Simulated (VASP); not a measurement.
Wanted: the native input for a VASP 6.6.1 run.

| Property | Result |
| --- | --- |
| Task | single point |
| Functional | PBE |
| Potentials or basis | VASP PAW PBE potentials, release 64 (Nb_sv, As) |
| Cutoff | 520 eV |
| k mesh | 10 × 10 × 10 |
| Occupations | fermi-dirac, width 0.02 eV |
| Spin | no spin polarisation |
| Dipole correction | no |
| Further INCAR settings | ALGO = Fast; EDIFF = 1e-06; NBANDS = 26 |

The structure of NbAs lies in POSCAR:

```
NbAs
1.0
   -1.7362734856      1.7362734856      5.8797264817
    1.7362734856     -1.7362734856      5.8797264817
    1.7362734856      1.7362734856     -5.8797264817
Nb As
2 2
Direct
   -0.0010689457     -0.0010689457      0.0000000000
    0.7489310543      0.2489310543      0.5000000000
    0.4170689457      0.4170689457      0.0000000000
    0.1670689457      0.6670689457      0.5000000000
```

These files were run (other wordings do the same):

INCAR

```
  PREC = Accurate
  ENCUT = 520
  EDIFF = 1E-6
  ISMEAR = -1
  SIGMA = 0.02
  LREAL = False
  LASPH = True
  NELM = 100
  ALGO = Fast
  ISIF = 2
  LWAVE = False
  LCHARG = False
  GGA = PE
  NBANDS = 26
```

KPOINTS

```
regular mesh
0
Gamma
  10 10 10
```

Potentials or basis: VASP PAW PBE potentials, release 64 (Nb_sv, As).

Run with:

```bash
$ cat potpaw_PBE.64/Nb_sv/POTCAR potpaw_PBE.64/As/POTCAR > POTCAR
$ mpirun -np 1 vasp_std > vasp.out
```

Results of the run:

The pressure is 0.0 GPa. The band gap on the k mesh is none (metal or under the smearing width).

Wall time 12 min on 1 thread of AMD EPYC 9R14 (Zen 4) (shared host), peak memory 0.4 GiB.
